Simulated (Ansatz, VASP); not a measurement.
# Cross-check of W2CO2 (W2CO2 MXene monolayer) between VASP and Ansatz

One calculation is typed for both programs; each brings its own data sets. How far apart do they land? The cell is taken from a series of runs on this material, whose earlier steps may have relaxed, scaled, displaced or heated it; both programs get it as it stands.

Method: plane waves, with VASP 6.6.1 beside it; single point at PBE with D3(BJ), in Ansatz 0.2.0.

## (1) Starting point

The cell holds 5 atoms: 2 O, 2 W and 1 C. Cell: a = 3.096 Å, b = 3.096 Å, c = 22.489 Å, α = 90.0°, β = 90.0°, γ = 120.0°. Vacuum lies along c.

## (2) VASP: single point, PBE with D3(BJ)

A single point gives forces, pressure and levels at one fixed geometry, so differences don't come from the geometry; what else differs is listed under the comparison.

Lines of VASP's logs that name or quote its potential files are left out, and so is its time.

The input, INCAR:

```
SYSTEM = W2CO2
PREC = Accurate
ENCUT = 520
EDIFF = 1E-06
NELM = 120
ISMEAR = -1
SIGMA = 0.02585
LREAL = .FALSE.
ALGO = Normal
GGA = PE
IVDW = 12
NBANDS = 20
LASPH = .TRUE.
LORBIT = 11
LWAVE = .FALSE.
LCHARG = .FALSE.
ISIF = 2
LDIPOL = .TRUE.
IDIPOL = 3
DIPOL = 0.5 0.5 0.5
LVHAR = .TRUE.
GGA_COMPAT = .FALSE.
NELMDL = -8
KPAR = 2
```

The input, POSCAR:

```
W2CO2
1.0
    3.0964058859      0.0000000000      0.0000000000
   -1.5482029430      2.6815661576      0.0000000000
    0.0000000000      0.0000000000     22.4890332622
O W C
2 2 1
Direct
    0.3333333333      0.6666666667      0.4001950593
    0.6666666667      0.3333333333      0.5998049407
    0.6666666667      0.3333333333      0.4508520143
    0.3333333333      0.6666666667      0.5491479857
    0.0000000000      0.0000000000      0.5000000000
```

The input, KPOINTS:

```
Automatic mesh
0
Gamma
18 18 1
0 0 0
```

PAW data sets: O, W and C (PBE family, release 64).

Run with:

```sh
mpirun -np 2 vasp_std
```

Numbers of over 12 decimals in the logs are rounded to 6 here.

What it wrote:

```text
[banner, memory and clock lines left out]
running    2 mpi-ranks, on    1 nodes
 distrk:  each k-point on    1 cores,    2 groups
 distr:  one band on    1 cores,    1 groups

 POSCAR found type information on POSCAR O W C
 POSCAR found :  3 types and       5 ions
 LDA part: xc-table for (Slater+PW92), standard interpolation
 POSCAR, INCAR and KPOINTS ok, starting setup
 FFT: planning ... GRIDC
 FFT: planning ... GRID_SOFT
 FFT: planning ... GRID
 WAVECAR not read
 entering main loop
       N       E                     dE             d eps       ncg     rms          rms(c)
DAV:   1     0.234060564073E+03    0.23406E+03   -0.11609E+04  1480   0.112E+03
DAV:   2    -0.273906003824E+02   -0.26145E+03   -0.25273E+03  2176   0.279E+02
DAV:   3    -0.577694276836E+02   -0.30379E+02   -0.29827E+02  1772   0.106E+02
DAV:   4    -0.587302710302E+02   -0.96084E+00   -0.95449E+00  2200   0.202E+01
DAV:   5    -0.587448535160E+02   -0.14582E-01   -0.14555E-01  2056   0.216E+00
DAV:   6    -0.587452768443E+02   -0.42333E-03   -0.42309E-03  2136   0.330E-01
DAV:   7    -0.587452931990E+02   -0.16355E-04   -0.16353E-04  2040   0.547E-02
DAV:   8    -0.587452940076E+02   -0.80860E-06   -0.80859E-06  2068   0.115E-02    0.508E+01
DAV:   9    -0.500015116495E+02    0.87438E+01   -0.48852E+01  1932   0.434E+01    0.171E+01
DAV:  10    -0.497508166852E+02    0.25069E+00   -0.73518E+00  1792   0.213E+01    0.114E+01
DAV:  11    -0.493738450927E+02    0.37697E+00   -0.17097E+00  1936   0.117E+01    0.102E+00
DAV:  12    -0.493860786241E+02   -0.12234E-01   -0.21301E-01  1624   0.358E+00    0.883E-01
DAV:  13    -0.493849986744E+02    0.10799E-02   -0.81166E-03  1892   0.656E-01    0.429E-01
DAV:  14    -0.493845622463E+02    0.43643E-03   -0.11820E-02  1752   0.689E-01    0.268E-01
DAV:  15    -0.493841702757E+02    0.39197E-03   -0.21588E-03  1956   0.318E-01    0.413E-02
DAV:  16    -0.493841856736E+02   -0.15398E-04   -0.29006E-04  1672   0.100E-01    0.173E-02
DAV:  17    -0.493842060258E+02   -0.20352E-04   -0.42099E-05  2040   0.433E-02    0.103E-02
DAV:  18    -0.493842313313E+02   -0.25306E-04   -0.12626E-05  1840   0.282E-02    0.573E-03
DAV:  19    -0.493842763387E+02   -0.45007E-04   -0.52771E-06  1636   0.129E-02    0.668E-03
DAV:  20    -0.493842915200E+02   -0.15181E-04   -0.16225E-06  1284   0.898E-03    0.418E-03
DAV:  21    -0.493842996900E+02   -0.81699E-05   -0.18088E-06  1152   0.101E-02    0.414E-03
DAV:  22    -0.493843010819E+02   -0.13919E-05   -0.29021E-07   892   0.501E-03    0.199E-03
DAV:  23    -0.493843034740E+02   -0.23921E-05   -0.12402E-07   936   0.284E-03    0.836E-04
DAV:  24    -0.493843041444E+02   -0.67045E-06   -0.51127E-08   964   0.175E-03
   1 F= -.50554511E+02 E0= -.50552805E+02  d E =-.341210E-02
```

From OUTCAR (step 2):

```text
ion  position               nearest neighbor table
   1  0.333  0.667  0.400-   3 2.12   3 2.12   3 2.12
   2  0.667  0.333  0.600-   4 2.12   4 2.12   4 2.12
   3  0.667  0.333  0.451-   5 2.10   5 2.10   5 2.10   1 2.12   1 2.12   1 2.12   4 2.84   4 2.84
                             4 2.84
   4  0.333  0.667  0.549-   5 2.10   5 2.10   5 2.10   2 2.12   2 2.12   2 2.12   3 2.84   3 2.84
                             3 2.84
   5  0.000  0.000  0.500-   3 2.10   4 2.10   3 2.10   4 2.10   3 2.10   4 2.10

  LATTYP: Found a hexagonal cell.
 ALAT       =     3.0964058859
 C/A-ratio  =     7.2629474594

 Subroutine GETGRP returns: Found 12 space group operations
 (whereof 12 operations were pure point group operations)

The static configuration has the point symmetry D_3d.

 Found     37 irreducible k-points:

   k-points           NKPTS =     37   k-points in BZ     NKDIM =     37   number of bands    NBANDS=     20

   dimension x,y,z NGX =    24 NGY =   24 NGZ =  168
   dimension x,y,z NGXF=    48 NGYF=   48 NGZF=  336

   ENCUT  =  520.0 eV  38.22 Ry    6.18 a.u.   5.76  5.76 41.81*2*pi/ulx,y,z

   NELECT =      28.0000    total number of electrons

 k-points in reciprocal lattice and weights: Automatic mesh
   0.00000000  0.00000000  0.00000000       0.003
   0.05555556 -0.00000000  0.00000000       0.019
   0.11111111 -0.00000000  0.00000000       0.019
   0.16666667  0.00000000  0.00000000       0.019
   0.22222222 -0.00000000  0.00000000       0.019
   0.27777778  0.00000000  0.00000000       0.019
   0.33333333  0.00000000  0.00000000       0.019
   0.38888889 -0.00000000  0.00000000       0.019
   0.44444444 -0.00000000  0.00000000       0.019
[...]
0.33333333  0.27777778  0.00000000       0.037
   0.33333333  0.33333333  0.00000000       0.006

 dipolmoment           0.000000      0.000000     -0.000000 electrons x Angstroem

 average (electrostatic) potential at core
       1 -78.4626       2 -78.4626       3 -49.5913       4 -49.5913       5 -57.9887

 E-fermi :  -2.1247

 k-point     1 :       0.0000    0.0000    0.0000
  band No.  band energies     occupation
    ...
     11      -4.8972      2.00000
     12      -4.8972      2.00000
     13      -4.7384      2.00000
     14      -4.7384      2.00000
     15      -2.9373      2.00000
     16      -1.4767      0.00000
     17      -1.4767      0.00000
     18      -0.6572      0.00000
     19      -0.0522      0.00000
     20      -0.0522      0.00000

 k-point     2 :       0.0556   -0.0000    0.0000
  band No.  band energies     occupation
    ...
     11      -5.3513      2.00000
     12      -4.9350      2.00000
     13      -4.3989      2.00000
     14      -4.2815      2.00000
     15      -2.8999      2.00000
     16      -1.4280      0.00000
     17      -1.4274      0.00000
     18      -0.5915      0.00000
     19      -0.1044      0.00000
     20      -0.0316      0.00000

 k-point     3 :       0.1111   -0.0000    0.0000
  band No.  band energies     occupation
    ...
     11      -5.8160      2.00000
     12      -4.8659      2.00000
     13      -4.3007      2.00000
     14      -3.8049      2.00000
     15      -2.7165      2.00000
     16      -1.3161      0.00000
     17      -1.2631      0.00000
     18      -0.3968      0.00000
     19      -0.1882      0.00000
     20       0.0188      0.00000

 Edisp (eV)   -1.17021

  Total       0.10427     0.10427    -0.09625    -0.00000     0.00000     0.00000
  in kB       0.89468     0.89468    -0.82584    -0.00000     0.00000     0.00000
  external pressure =        0.32 kB  Pullay stress =        0.00 kB

  energy-cutoff  :      520.00
  volume of cell :      186.73
      direct lattice vectors                 reciprocal lattice vectors
     3.096405886  0.000000000  0.000000000     0.322955077  0.186458200  0.000000000
    -1.548202943  2.681566158  0.000000000     0.000000000  0.372916401  0.000000000
     0.000000000  0.000000000 22.489033262     0.000000000  0.000000000  0.044466118

 POSITION                                       TOTAL-FORCE (eV/Angst)
 -----------------------------------------------------------------------------------
     -0.00000      1.78771      9.00000        -0.000000     -0.000000     -0.016366
      1.54820      0.89386     13.48903         0.000000      0.000000      0.016366
      1.54820      0.89386     10.13923         0.000000     -0.000000      0.044060
     -0.00000      1.78771     12.34981         0.000000      0.000000     -0.044060
      0.00000      0.00000     11.24452         0.000000      0.000000      0.000000
 -----------------------------------------------------------------------------------
    total drift:                                0.000000     -0.000000      0.000000

  FREE ENERGIE OF THE ION-ELECTRON SYSTEM (eV)
  ---------------------------------------------------
  free  energy   TOTEN  =       -50.5545109606 eV

  energy  without entropy=      -50.5510988582  energy(sigma->0) =      -50.55280491

 vacuum level on the upper side and lower side of the slab         3.827         3.827

 total charge
# of ion       s       p       d       tot
------------------------------------------
    1        1.571   3.410   0.000   4.981
    2        1.571   3.410   0.000   4.981
    3        0.581   0.815   4.245   5.641
    4        0.581   0.815   4.245   5.641
    5        0.880   1.675   0.000   2.555
--------------------------------------------------
tot          5.183  10.124   8.490  23.798

[... 3 further parts left out ...]
```

This run has no spin polarisation, so a moment on W, if there is one, isn't seen.

## (3) Ansatz: single point, PBE with D3(BJ)

Ansatz runs on its PAW soft_1 files.

The same cell, functional, mesh and smearing now go to Ansatz, which takes its cutoff from its data sets.

The input, input.yaml:

```yaml
crystal:
  lattice:
    - [3.0964058859, 0.0, 0.0]
    - [-1.548202943, 2.6815661576, 0.0]
    - [0.0, 0.0, 22.4890332622]
  atoms:
    - { symbol: O, position: [0.3333333333, 0.6666666667, 0.4001950593] }
    - { symbol: W, position: [0.6666666667, 0.3333333333, 0.4508520143] }
    - { symbol: C, position: [0.0, 0.0, 0.5] }
    - { symbol: W, position: [0.3333333333, 0.6666666667, 0.5491479857] }
    - { symbol: O, position: [0.6666666667, 0.3333333333, 0.5998049407] }
kpoints:
  mp_grid: { grid: [18, 18, 1] }
  band_path:
    path: [[0, 0, 0], [0.5, 0, 0], [0.33333333, 0.33333333, 0], [0, 0, 0]]
    npoints: 16
hamiltonian:
  xc: pbe
  dispersion: d3bj
  pseudopotentials: { kind: paw, azcp: { folder: soft_1 } }
scf:
  occupations: { method: fermi_dirac, width: 0.02585 }
  convergence: { dr2_threshold: 1.0e-10 }
efield:
  axis: 3
  dipole_correction: true
  ramp_position: 0.97
  ramp_width: 0.06
  amplitude: 0
output:
  dos: { projected: true, e_range: [-6, 5] }
  write_potential: true
  write_density: true
  volumetric_format: npy
  elf: true
```

Run with:

```sh
ansatz run input.yaml --threads 2 --pin off --max-ram 3072MiB --backend cpu --events-out ev --progress --plain --runs-dir out
```

What it wrote:

```text
Engine: ansatz 0.2.0, aarch64-unknown-linux-gnu
Pseudopotentials: kind: paw
Pseudopotential: O, paw, valence charge 6, recommended cutoff 420 eV (normal), soft_1/O.paw.azcp
Pseudopotential: W, paw, valence charge 14, recommended cutoff 420 eV (normal), soft_1/W.paw.azcp
Pseudopotential: C, paw, valence charge 4, recommended cutoff 420 eV (normal), soft_1/C.paw.azcp
Functional definition: PBE
  parameter kappa = 0.804
  parameter beta = 0.066725
  exchange = pbe_x(kappa = kappa, mu = beta*pi^2/3)
  correlation = pbe_c(beta = beta)
Crystal: 5 atoms, lattice volume = 186.731 Å³
Basis set: ecut = 420 eV, 3615 PW (Γ)
Bands: 27, of which v1, the nominal top of the filled ones, is band 22 counted from 1 (21 counted from 0)
Symmetry: 6 space group operations
k-points: 37 of 324 (time reversal used)
Non-local potential: O, projectors of the file, l = 0: 2, l = 1: 2, l = 2: 1
Non-local potential: W, projectors of the file, l = 0: 3, l = 1: 2, l = 2: 2, l = 3: 1
Non-local potential: C, projectors of the file, l = 0: 2, l = 1: 2, l = 2: 1
PAW form: soft (Blöchl's): semilocal exchange-correlation on the pseudo side does not see the compensation charge
PAW one-centre angular grid: O, 110 points (default); XC on 64 Gauss nodes
PAW one-centre angular grid: W, 590 points (default); XC on 64 Gauss nodes
PAW one-centre angular grid: C, 110 points (default); XC on 64 Gauss nodes
Initial density: superposition of atomic densities (neutral atoms: chi_scale 0, normalization atom)
Initial wavefunctions: pseudopotential atomic-orbital guess
Functional: x = pbe(κ = 0.804, μ = 0.219515), c = pbe(β = 0.066725)
SCF iter   1: F=—  HF=-22163.679344 eV  |F-HF|=—  |Δ(HF+E_count)|=         —  Δρ=9.65e-2  dr2=2.12e1  ethr=3.10e-3  p=0.000 e·Å  D=2.21e-14 V/Å  ΔV_dip=-0.00 eV  dr2_dipole=5.33e-8  V_vac-E_F(+/−)=6.44/6.44 eV  ⟨swp⟩=10.8  Hψ=6096  notcnv=0
efield: sawtooth ramp at fractional position 0.9700 (set: `efield.ramp_position`, or a place that a band, a saddle search or an elastic batch's reference lends), width 0.0600; the density the first Hamiltonian is built on has a dipole p = 0.000 e·Å; the dipole correction subtracts the counter field D = 2.21e-14 V/Å, which shifts the + side's vacuum level by -0.00 eV against the − side's; the planar-averaged density in the ramp window peaks in size at 1.1e-6 e/Å³
preconditioner: auto → LDOS  [metal: Δε(μ)=0.050 eV  Ē_g=11.066 eV  σ=0.026 eV  W_gap=0.45  n_scr=14 (ndim 8)  ℏωp=14.4 eV  f_vac=0.676  D(μ)=1.34/eV (n_scr^D=8)  β→1.0]
SCF iter   2: F=—  HF=-22162.045492 eV  |F-HF|=—  |Δ(HF+E_count)|=    1.63e0  Δρ=1.08e-1  dr2=1.99e1  ethr=3.10e-3  p=0.000 e·Å  D=8.42e-5 V/Å  ΔV_dip=-0.00 eV  dr2_dipole=1.28e-5  V_vac-E_F(+/−)=5.18/5.19 eV  ⟨swp⟩=4.6  Hψ=3354  notcnv=0  defer=17
SCF iter   3: F=—  HF=-22158.244845 eV  |F-HF|=—  |Δ(HF+E_count)|=    3.80e0  Δρ=1.37e-2  dr2=4.32e-1  ethr=3.10e-3  p=0.000 e·Å  D=1.11e-5 V/Å  ΔV_dip=-0.00 eV  dr2_dipole=8.56e-8  V_vac-E_F(+/−)=5.74/5.74 eV  ⟨swp⟩=4.8  Hψ=3043  notcnv=0  defer=3
SCF iter   4: F=—  HF=-22158.155937 eV  |F-HF|=—  |Δ(HF+E_count)|=   8.89e-2  Δρ=1.46e-3  dr2=2.43e-3  ethr=9.83e-4  p=0.000 e·Å  D=1.41e-5 V/Å  ΔV_dip=-0.00 eV  dr2_dipole=1.51e-8  V_vac-E_F(+/−)=5.87/5.87 eV  ⟨swp⟩=2.6  Hψ=1838  notcnv=0  defer=13
SCF iter   5: F=—  HF=-22158.157227 eV  |F-HF|=—  |Δ(HF+E_count)|=   1.29e-3  Δρ=4.26e-4  dr2=3.08e-4  ethr=5.52e-6  p=-0.000 e·Å  D=-3.74e-7 V/Å  ΔV_dip=0.00 eV  dr2_dipole=5.74e-10  V_vac-E_F(+/−)=5.85/5.85 eV  ⟨swp⟩=3.3  Hψ=2456  notcnv=0  defer=14
SCF iter   6: F=—  HF=-22158.157312 eV  |F-HF|=—  |Δ(HF+E_count)|=   8.49e-5  Δρ=1.32e-4  dr2=3.10e-5  ethr=7.00e-7  p=0.000 e·Å  D=1.82e-6 V/Å  ΔV_dip=-0.00 eV  dr2_dipole=1.25e-10  V_vac-E_F(+/−)=5.86/5.86 eV  ⟨swp⟩=2.8  Hψ=1913  notcnv=0  defer=14
SCF iter   7: F=—  HF=-22158.157317 eV  |F-HF|=—  |Δ(HF+E_count)|=   5.52e-6  Δρ=1.86e-5  dr2=1.09e-6  ethr=7.05e-8  p=0.000 e·Å  D=2.35e-8 V/Å  ΔV_dip=-0.00 eV  dr2_dipole=2.74e-14  V_vac-E_F(+/−)=5.85/5.85 eV  ⟨swp⟩=2.7  Hψ=1848  notcnv=0  defer=14
SCF iter   8: F=—  HF=-22158.157371 eV  |F-HF|=—  |Δ(HF+E_count)|=   5.35e-5  Δρ=6.01e-6  dr2=1.07e-7  ethr=2.47e-9  p=-0.000 e·Å  D=-1.50e-7 V/Å  ΔV_dip=0.00 eV  dr2_dipole=3.97e-14  V_vac-E_F(+/−)=5.85/5.85 eV  ⟨swp⟩=3.0  Hψ=1911  notcnv=0  defer=14
SCF iter   9: F=—  HF=-22158.157371 eV  |F-HF|=—  |Δ(HF+E_count)|=   1.46e-7  Δρ=1.25e-6  dr2=1.65e-9  ethr=2.44e-10  p=-0.000 e·Å  D=-2.15e-8 V/Å  ΔV_dip=0.00 eV  dr2_dipole=9.72e-15  V_vac-E_F(+/−)=5.85/5.85 eV  ⟨swp⟩=2.6  Hψ=1821  notcnv=0  defer=14
SCF iter  10: F=-22158.157371 eV  HF=-22158.157371 eV  |F-HF|=5.02e-10  |Δ(HF+E_count)|=   4.41e-8  Δρ=2.77e-7  dr2=7.48e-11  ethr=1.00e-12  p=-0.000 e·Å  D=-1.66e-8 V/Å  ΔV_dip=0.00 eV  dr2_dipole=6.28e-14  V_vac-E_F(+/−)=5.85/5.85 eV  ⟨swp⟩=7.7  Hψ=4249  notcnv=0
SCF 1 converged in 10 iterations: F = -22158.157371 eV  dr2 = 7.48e-11
  greatest PAW one-centre occupation: 0.999 electrons in one spin orbital (limit 2), on the W atom at site 3 (counted from 0), in its partial waves of l = 0
NSCF: frozen V_eff on 49 k-points
efield: sawtooth ramp at fractional position 0.9700 (kept from the solve that this one continues, or follows in the run), width 0.0600; the density the first Hamiltonian is built on has a dipole p = -0.000 e·Å; the dipole correction subtracts the counter field D = -1.66e-8 V/Å, which shifts the + side's vacuum level by +0.00 eV against the − side's; the planar-averaged density in the ramp window peaks in size at 1.6e-6 e/Å³
WARN: The output density's exchange-correlation potential varies sharply where the density is thin. Do not read a vacuum level from v_tot or v_xc, or from such a field of the output density. On a cell that repeats whose density bears no net charge and no dipole along the vacuum's axis use v_es (v_loc + v_h of the components); under efield.dipole_correction with no amplitude use v_es + v_field, which holds any externa [...]
SCF converged after 10 iterations
Free energy (F): -22158.157371 eV
Harris-Foulkes:  -22158.157371 eV  (|F-HF|=5.02e-10)
Internal energy: -22158.153453 eV  (E = F + TS)
E sigma→0 (E₀):  -22158.155412 eV
Entropy (-TS):   -0.003918 eV (-0.784 meV/atom)
Fermi energy:    0.791542 eV
Dipole field:    D = 0.000000 V/Å  (p = 0.000000 e·Å, saw-weighted, corrected)
Work function:   Φ+ = 5.8541 eV   Φ− = 5.8541 eV
Levels:          The Fermi level and band energies are counted from a zero that moves with the ramp; work functions are not
--- Per-component energies (eV) ---
  E_band       = -962.676744
  E_kinetic    = 1267.514686
  E_local      = -47938.919373  (includes V_loc(G=0)·N_el)
  E_nonlocal   = 77.076447
  E_hartree    = 23375.707104
  E_xc         = -725.589475
  E_vxc        = -703.418462  (∫ρ·V_xc dr)
  E_paw        = -17579.351526  (= ΣΔE_a)
  E_vpaw       = -416.345554  (= ΣTr[D̂ρ^β])
  E_aug_tail   = 0.001770  (compensation charges beyond the density's cutoff)
  E_efield     = 0.000000  (sawtooth field / dipole correction)
  E_vefield    = 0.000000  (∫n·V_field dr)
  E_ewald      = 19366.577244
  E_disp       = -1.170330  (pairwise vdW)
  E_smearing   = -0.003918  (= −TS)
  E_closure    = 0.000000  (closes the sum)
  Σ components = -22158.157371   (vs F -22158.157371, Δ=0.00e0)
--- Band table (eV; the first three rows and the last of 37) ---
  k-point 0: bands = [... 18 lower, -2.0668, -2.0668, -1.7978, -1.7978, -0.0313, 1.4750, 1.4750, 2.2426, ... 1 higher]
  k-point 1: bands = [... 18 lower, -2.4759, -2.1098, -1.4981, -1.3844, 0.0035, 1.5225, 1.5244, 2.3102, ... 1 higher]
  k-point 2: bands = [... 18 lower, -2.9347, -2.0344, -1.4058, -0.9083, 0.1819, 1.6319, 1.6880, 2.5093, ... 1 higher]
  k-point 36: bands = [... 18 lower, -3.8169, -3.8169, 0.0903, 0.1918, 0.1918, 2.6484, 2.6484, 3.3388, ... 1 higher]
```

Reading the cycles: dr2 is the Hartree energy of the density residual (eV), the measure of convergence; HF is the Harris–Foulkes estimate of the energy, which meets the free energy F at convergence.

## (4) Comparison

Known differences besides the potentials themselves: the data sets hold 44 valence electrons in Ansatz (on its PAW soft_1 files) and 28 in VASP; the cutoff is 420 eV in Ansatz and 520 eV in VASP. Total energies have different zeros and are not compared.

Both answers:

```
                                   quantity  Ansatz  VASP  difference
 work function, lower of the two faces (eV)    5.85  5.95       -0.10
work function, higher of the two faces (eV)    5.85  5.95       -0.10
```

With vacuum in the cell, a pressure given here is an average over mostly empty space and none of the material.

## (5) Outcome

* difference in work function, lower of the two faces (single point, PBE with D3(BJ)): -0.098 eV

**Reading.** The difference in work function, lower of the two faces is -0.098 eV (single point, PBE with D3(BJ)). The data sets hold unlike numbers of valence electrons (44 in Ansatz and 28 in VASP), so part of the differences comes from the potentials. How closely two codes agree says nothing of how well the functional describes the real material.

[Lines on the potential files, build, host, timing and source positions are cut from VASP's logs without a mark.]

[Logs are printed without paths, hosts, clocks, repeated set-up lines and the standing remarks that a program may print on its own settings, such as how far it seeks lower states.]

[Hosts, paths, dates, database ids (printed as entryN), source tags and the programs' standing remarks are cut or masked in the printed files.]
